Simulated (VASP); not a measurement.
These are r2SCAN meta-GGA, VASP's PBE PAW potentials (set 64) (plane waves; VASP) values and carry that method's errors.

VASP input:

File POSCAR:
```
AgB
1
    3.0174160557     0.0000000000     0.0000000000
    0.0000000000     3.0174160557     0.0000000000
    0.0000000000     0.0000000000     3.0174160557
Ag B
1 1
Direct
  0.0000000000   0.0000000000   0.0000000000
  0.5000000000   0.5000000000   0.5000000000
```

### INCAR
```
ALGO = Normal
EDIFF = 1E-7
ENCUT = 600
ISIF = 2
ISMEAR = 1
LASPH = T
LCHARG = F
LMAXMIX = 4
LMIXTAU = T
LREAL = F
LWAVE = F
METAGGA = R2SCAN
NELM = 100
PREC = Accurate
SIGMA = 0.1
SYSTEM = AgB
```

### KPOINTS
```
K-points
0
Gamma
 12 12 12
0 0 0
```

POTCAR, in this order: Ag B (PBE.64 set). Program: vasp_std.

### Question
What does the run give for the energy per atom (σ→0), pressure, band gap (on the k-mesh)?

### Answer

```
Quantity                                                    Result
------------------------  ----------------------------------------
energy per atom (σ→0)                              -12.841 eV/atom
band gap (on the k-mesh)  none (metal, semimetal or under 0.01 eV)
pressure                                                -11.31 GPa
```

**OSZICAR**
```
...
DAV:  11    -0.256823098161E+02   -0.12325E-02   -0.23158E-03  1981   0.591E-01    0.448E-02
DAV:  12    -0.256822933123E+02    0.16504E-04   -0.15755E-04  2029   0.165E-01    0.269E-02
DAV:  13    -0.256823080260E+02   -0.14714E-04   -0.45969E-05  1992   0.834E-02    0.448E-03
DAV:  14    -0.256823090928E+02   -0.10668E-05   -0.29926E-06  2088   0.194E-02    0.313E-03
DAV:  15    -0.256823102391E+02   -0.11463E-05   -0.11143E-06  1969   0.127E-02    0.837E-04
DAV:  16    -0.256823105429E+02   -0.30379E-06   -0.32184E-07  1971   0.783E-03    0.329E-04
DAV:  17    -0.256823105426E+02    0.25238E-09   -0.24944E-08   993   0.166E-03
   1 F= -.25682311E+02 E0= -.25682220E+02  d E =-.272496E-03
```

The structure was generated: AgB was put into the CsCl type (Pm-3m), which need not be its known phase. This cell was strained or had an atom moved on purpose.
